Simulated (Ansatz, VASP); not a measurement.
## Cross-check of GaGeTe between VASP and Ansatz

Wanted: the spread between two codes on one cell, functional and k mesh. The structure shown is the start of the Ansatz relaxation below; VASP solves that cell, so the two are compared at the walk's first step.

Main program and level: Ansatz 0.2.0; plane waves, with VASP 6.6.1 beside it; single point at r2SCAN with D3(BJ).

## Step 1: Set-up

The cell holds 6 atoms: 2 Te, 2 Ga and 2 Ge. Cell: a = 4.072 Å, b = 4.072 Å, c = 23.185 Å, α = 90.0°, β = 90.0°, γ = 120.0°. It derives from GaGeTe. As first built, before any earlier steps moved the atoms (in the runner's words): kind sheets cut from a layered crystal; sheets 1. Vacuum lies along c.

## Step 2: Ansatz: relaxation, r2SCAN with D3(BJ)

Ansatz runs on its default PAW (the set named soft_2) files.

The two programs are compared at the cell with which this relaxation starts, whose forces are those of its first step.

File input.yaml:

```yaml
crystal:
  lattice:
    - [4.072165093, 0.0, 0.0]
    - [-2.036082546, 3.526598419, 0.0]
    - [0.0, 0.0, 23.1850484881]
  atoms:
    - { symbol: Te, position: [0.666666667, 0.333333333, 0.676515665] }
    - { symbol: Ga, position: [0.333333333, 0.666666667, 0.622312123] }
    - { symbol: Ge, position: [0.333333333, 0.666666667, 0.517236801] }
    - { symbol: Ge, position: [0.0, 0.0, 0.482763199] }
    - { symbol: Ga, position: [0.0, 0.0, 0.377687877] }
    - { symbol: Te, position: [0.666666667, 0.333333333, 0.323484335] }
kpoints:
  mp_grid: { grid: [6, 6, 1] }
scf:
  occupations: { method: fermi_dirac, width: 0.02 }
  n_extra_bands: 8
hamiltonian:
  xc: r2scan
  pseudopotentials: { kind: paw }
  dispersion: d3bj
output:
  forces: true
  write_potential: true
  volumetric_format: []
relax:
  f_tol: 0.03
  max_steps: 45
  cell: { fix: [c, alpha, beta] }
```

Started as:

```bash
$ ansatz run input.yaml --threads 4 --pin off --max-ram 12288MiB --backend cpu --events-out ev --progress --plain --runs-dir out
```

Numbers of over 12 decimals in the logs are rounded to 6 here.

Output:

```text
Warning: the engine holds no damping parameters fitted to this dispersion correction and functional, so the run takes those fitted to r2scan beside the three-body term, which d3bj leaves out (hamiltonian.dispersion, under Limitations)
scf.n_extra_bands = 8 over 43 filled bands (N_el = 86.0): the run solves 51 bands
Engine: ansatz 0.2.0, x86_64-unknown-linux-gnu
Pseudopotentials: kind: paw
Pseudopotential: Te, paw, valence charge 16, recommended cutoff 500 eV (meta_gga), Te.paw.azcp
Pseudopotential: Ga, paw, valence charge 13, recommended cutoff 500 eV (meta_gga), Ga.paw.azcp
Pseudopotential: Ge, paw, valence charge 14, recommended cutoff 500 eV (meta_gga), Ge.paw.azcp
Functional definition: r2SCAN
  parameter k0 = 0.174
  parameter k1 = 0.065
  parameter a1 = 4.9479
  exchange = r2scan_x(k0 = k0, k1 = k1, a1 = a1)
  correlation = r2scan_c
Crystal: 6 atoms, lattice volume = 332.958 Å³
Basis set: ecut = 500 eV, 8551 PW (Γ), exchange–correlation on 120×120×720 points (64 copies of the dense FFT grid, shifted against one another)
Bands: 51, of which v1, the nominal top of the filled ones, is band 43 counted from 1 (42 counted from 0)
Symmetry: 12 space group operations
Space group: P-3m1 (ITA 164), of the structure as read, at distance tolerance 6.9e-5 Å
k-points: 7 of 36
Non-local potential: Te, projectors of the file, l = 0: 2, l = 1: 2, l = 2: 2, l = 3: 2
Non-local potential: Ga, projectors of the file, l = 0: 2, l = 1: 2, l = 2: 3, l = 3: 1
Non-local potential: Ge, projectors of the file, l = 0: 2, l = 1: 2, l = 2: 3, l = 3: 1
PAW form: soft (Blöchl's): semilocal exchange-correlation on the pseudo side does not see the compensation charge
PAW frozen core: Te, regenerated for the run's functional (the file was generated under x = pbe(κ = 0.804, μ = 0.219515), c = pbe(β = 0.066725))
PAW frozen core: Ga, regenerated for the run's functional (the file was generated under x = pbe(κ = 0.804, μ = 0.219515), c = pbe(β = 0.066725))
PAW frozen core: Ge, regenerated for the run's functional (the file was generated under x = pbe(κ = 0.804, μ = 0.219515), c = pbe(β = 0.066725))
PAW one-centre angular grid: Te, 590 points (default); XC on 160 Gauss nodes
PAW one-centre angular grid: Ga, 590 points (default); XC on 160 Gauss nodes
PAW one-centre angular grid: Ge, 590 points (default); XC on 160 Gauss nodes
Initial density: superposition of atomic densities (neutral atoms: chi_scale 0, normalization atom), corrected by the library's trained network
Initial wavefunctions: pseudopotential atomic-orbital guess
Functional: x = r2scan, c = r2scan; τ floored in thin density (d = 2e-4 eV/Å³)
SCF iter   1: F=—  HF=-30178.355520 eV  |F-HF|=—  |Δ(HF+E_count)|=         —  Δρ=4.93e-3  dr2=3.98e-2  dr2_τ=9.81e-3  ethr=1.77e-3  ⟨swp⟩=7.7  Hψ=1423  notcnv=0
preconditioner: auto → Resta (q_TF=auto, 2.177 Å⁻¹)  ε∞=2.1  [insulator: Δε(μ)=1.248 eV  Ē_g=13.397 eV  σ=0.020 eV  W_gap=1.00  n_scr=70 (ndim 8)  ℏωp=13.8 eV  f_vac=0.504  D(μ)=0.00/eV (n_scr^D=0)  ε∞_Penn≈2.1  vacuum switching on, ρ_ref=1.3e-2 e/Å³]
SCF iter   2: F=—  HF=-30178.382358 eV  |F-HF|=—  |Δ(HF+E_count)|=   2.68e-2  Δρ=1.22e-3  dr2=4.86e-3  dr2_τ=1.26e-4  ethr=4.63e-5  ⟨swp⟩=3.1  Hψ=718  notcnv=0  defer=20
SCF iter   3: F=—  HF=-30178.381968 eV  |F-HF|=—  |Δ(HF+E_count)|=   3.90e-4  Δρ=9.64e-4  dr2=1.64e-3  dr2_τ=1.63e-5  ethr=5.65e-6  ⟨swp⟩=2.0  Hψ=534  notcnv=0  defer=20
SCF iter   4: F=—  HF=-30178.382714 eV  |F-HF|=—  |Δ(HF+E_count)|=   7.46e-4  Δρ=3.06e-4  dr2=1.79e-4  dr2_τ=3.19e-6  ethr=1.91e-6  ⟨swp⟩=2.1  Hψ=599  notcnv=0  defer=20
SCF iter   5: F=—  HF=-30178.382735 eV  |F-HF|=—  |Δ(HF+E_count)|=   2.11e-5  Δρ=7.36e-5  dr2=1.10e-5  dr2_τ=1.68e-7  ethr=2.09e-7  ⟨swp⟩=2.1  Hψ=586  notcnv=0  defer=20
SCF iter   6: F=—  HF=-30178.382803 eV  |F-HF|=—  |Δ(HF+E_count)|=   6.85e-5  Δρ=2.25e-5  dr2=9.31e-6  dr2_τ=5.21e-8  ethr=1.28e-8  ⟨swp⟩=2.9  Hψ=653  notcnv=0  defer=20
SCF iter   7: F=—  HF=-30178.382803 eV  |F-HF|=—  |Δ(HF+E_count)|=   4.94e-7  Δρ=8.57e-6  dr2=4.16e-7  dr2_τ=5.56e-9  ethr=1.08e-8  ⟨swp⟩=2.0  Hψ=389  notcnv=0  defer=20
SCF iter   8: F=-30178.382803 eV  HF=-30178.382803 eV  |F-HF|=7.66e-8  |Δ(HF+E_count)|=   1.37e-7  Δρ=3.18e-6  dr2=3.26e-8  dr2_τ=7.64e-10  ethr=1.16e-10  ⟨swp⟩=10.1  Hψ=2499  notcnv=0
SCF 1 converged in 8 iterations: F = -30178.382803 eV  dr2 = 3.26e-8
  greatest PAW one-centre occupation: 0.998 electrons in one spin orbital (limit 2), on the Ge atom at site 3 (counted from 0), in its partial waves of l = 2
relax step   1: F+E_penalty+E_count = -30178.38280292 eV  Δ(F+E_penalty+E_count) = +0.000e0 eV  max|allowed force component| = 6.491e-2 eV/Å  Δτ_max = 0.0000 Å  P = -0.349 GPa  Ω = 332.958 Å³  fix = [c, alpha, beta]  reactions: c -0.314 GPa  (8 SCF iters, dr2 threshold 1.00e-7 eV, accepted)
Crystal: 6 atoms, lattice volume = 329.688 Å³
[...]
preconditioner: auto → Resta (q_TF=auto, 2.181 Å⁻¹)  ε∞=2.1  [insulator: Δε(μ)=1.291 eV  Ē_g=13.370 eV  σ=0.020 eV  W_gap=1.00  n_scr=70 (ndim 8)  ℏωp=13.9 eV  f_vac=0.505  D(μ)=0.00/eV (n_scr^D=0)  ε∞_Penn≈2.1  vacuum switching on, ρ_ref=1.3e-2 e/Å³]
SCF iter   2: F=—  HF=-30178.387657 eV  |F-HF|=—  |Δ(HF+E_count)|=   6.62e-5  Δρ=3.91e-6  dr2=1.98e-8  dr2_τ=1.54e-9  ethr=9.23e-11  ⟨swp⟩=3.1  Hψ=890  notcnv=0
SCF iter   3: F=—  HF=-30178.387657 eV  |F-HF|=—  |Δ(HF+E_count)|=   1.82e-8  Δρ=1.37e-6  dr2=8.93e-9  dr2_τ=2.18e-10  ethr=2.31e-11  ⟨swp⟩=2.0  Hψ=658  notcnv=0
SCF iter   4: F=—  HF=-30178.387657 eV  |F-HF|=—  |Δ(HF+E_count)|=   1.98e-9  Δρ=5.06e-7  dr2=1.16e-9  dr2_τ=1.89e-11  ethr=1.04e-11  ⟨swp⟩=2.0  Hψ=602  notcnv=0
SCF iter   5: F=—  HF=-30178.387657 eV  |F-HF|=—  |Δ(HF+E_count)|=    0.00e0  Δρ=1.83e-7  dr2=2.30e-10  dr2_τ=2.96e-12  ethr=1.35e-12  ⟨swp⟩=2.0  Hψ=420  notcnv=0
SCF iter   6: F=-30178.387657 eV  HF=-30178.387657 eV  |F-HF|=2.55e-11  |Δ(HF+E_count)|=  1.46e-11  Δρ=9.20e-8  dr2=1.94e-11  dr2_τ=3.45e-13  ethr=1.00e-12  ⟨swp⟩=7.3  Hψ=1713  notcnv=0
SCF 5 converged in 6 iterations: F = -30178.387657 eV  dr2 = 1.94e-11
relax step   5: F+E_penalty+E_count = -30178.38765659 eV  Δ(F+E_penalty+E_count) = +3.352e-4 eV  max|allowed force component| = 3.695e-3 eV/Å  Δτ_max = 0.0000 Å  P = -0.006 GPa  Ω = 329.816 Å³  fix = [c, alpha, beta]  reactions: c -0.007 GPa  stress off target by 5.01e-3 GPa on what of the cell is left free  SCF on the basis re-selected at this cell (its energy is not comparable with the rows above)  (6 SCF iters)
basis re-selected at this cell: Δ(F+E_penalty+E_count) = +3.352e-4 eV, ΔP = -0.001 GPa vs the last step (what re-selecting the basis moved, of the pressure what is left beyond the Pulay correction that the steps carried, after the strain that the cell walked since its last selection, with what the two solves' SCF thresholds leave and, on support functions, any second-order correction that the steps lacked; it is no m [...]
WARN: The output density's exchange-correlation potential varies sharply where the density is thin. Do not read a vacuum level from v_tot or v_xc, or from such a field of the output density. On a cell that repeats whose density bears no net charge and no dipole along the vacuum's axis use v_es (v_loc + v_h of the components); under efield.dipole_correction with no amplitude use v_es + v_field, which holds any externa [...]
SCF converged after 6 iterations
Free energy (F): -30178.387657 eV
Harris-Foulkes:  -30178.387657 eV  (|F-HF|=2.55e-11)
Internal energy: -30178.387657 eV  (E = F + TS)
E sigma→0 (E₀):  -30178.387657 eV
Fermi energy:    1.600520 eV
--- Per-component energies (eV) ---
  E_band       = -1587.667259
  E_kinetic    = 812.017874
  E_local      = -67936.956481  (includes V_loc(G=0)·N_el)
  E_nonlocal   = 1072.376683
  E_hartree    = 33598.579576
  E_xc         = -492.500239
  E_vxc        = -477.341616  (∫ρ·V_xc dr)
  E_paw        = -17448.114169  (= ΣΔE_a)
  E_vpaw       = -2282.793304  (= ΣTr[D̂ρ^β])
  E_aug_tail   = -0.000130  (compensation charges beyond the density's cutoff)
  E_vtau       = 27.869791  (kinetic-family band-sum trace: ∫τ·v_τ [+ j·A + Jᵃ·Aᵃ] dr)
  E_ewald      = 20219.806987
  E_disp       = -0.689798  (pairwise vdW)
  E_core_change = -2.907960  (= ΣΔE_core)
  E_smearing   = -0.000000  (= −TS)
  E_closure    = -0.000000  (closes the sum)
  Σ components = -30178.387657   (vs F -30178.387657, Δ=0.00e0)
--- Forces (eV/Å), atoms counted from 1 ---
  atom   1  Te     0.00000000    -0.00000000    -0.00047057
  atom   2  Ga     0.00000000     0.00000000     0.00062496
  atom   3  Ge     0.00000000    -0.00000000     0.00369454
  atom   4  Ge    -0.00000000     0.00000000    -0.00369454
  atom   5  Ga     0.00000000    -0.00000000    -0.00062496
  atom   6  Te    -0.00000000     0.00000000     0.00047057
  max |Σ_I F_I| component: 1.85e-17 eV/Å
--- Stress (GPa, compression-positive) ---
       -0.005014      -0.000000       0.000000
        0.000000      -0.005014       0.000000
        0.000000       0.000000      -0.006701
  P = ⅓ Tr σ = -0.0056 GPa (-0.056 kbar)
--- Band table (eV; the first three rows and the last of 7) ---
  k-point 0: bands = [... 39 lower, 0.3181, 0.8623, 0.8623, 0.9548, 2.2453, 2.9461, 3.5408, 4.4228, ... 4 higher]
  k-point 1: bands = [... 39 lower, -0.3089, -0.1310, 0.4342, 0.8486, 3.2994, 3.6520, 4.0341, 4.7242, ... 4 higher]
  k-point 2: bands = [... 39 lower, -0.8655, -0.8057, -0.2297, 0.1446, 2.7000, 3.1540, 3.6124, 4.0416, ... 4 higher]
  k-point 6: bands = [... 39 lower, -1.1491, -1.1491, -1.0703, -0.7443, 3.4192, 3.4192, 4.6698, 5.0988, ... 4 higher]
--- Relaxed structure (4 steps of the walk, 4 accepted, 1 SCFs on fresh bases) ---
  F+E_penalty+E_count = -30178.38765659 eV   max|allowed force component| = 3.695e-3 eV/Å   (the final SCF, on the basis selected at the relaxed cell)
  cell:  # Å, volume = 329.8155 Å³
    - [4.052903, -2.873097647279376e-10, 0]
    - [-2.026452, 3.509917, 0]
    - [0, 0, 23.1850484881]
  atoms:
    - { symbol: Te, position: [0.666667, 0.333333, 0.675915] }
    - { symbol: Ga, position: [0.333333, 0.666667, 0.621725] }
    - { symbol: Ge, position: [0.333333, 0.666667, 0.517137] }
    - { symbol: Ge, position: [0, 0, 0.482863] }
    - { symbol: Ga, position: [-2.1412220266743824e-19, -2.1412220266743805e-19, 0.378275] }
    - { symbol: Te, position: [0.666667, 0.333333, 0.324085] }
```

(Part 1 of 2 ends here.)

[Lines on the potential files, build, host, timing and source positions are cut from VASP's logs without a mark.]

[Logs are printed without paths, hosts, clocks, repeated set-up lines and the standing remarks that a program may print on its own settings, such as how far it seeks lower states.]

[Hosts, paths, dates, database ids (printed as entryN), source tags and the programs' standing remarks are cut or masked in the printed files.]
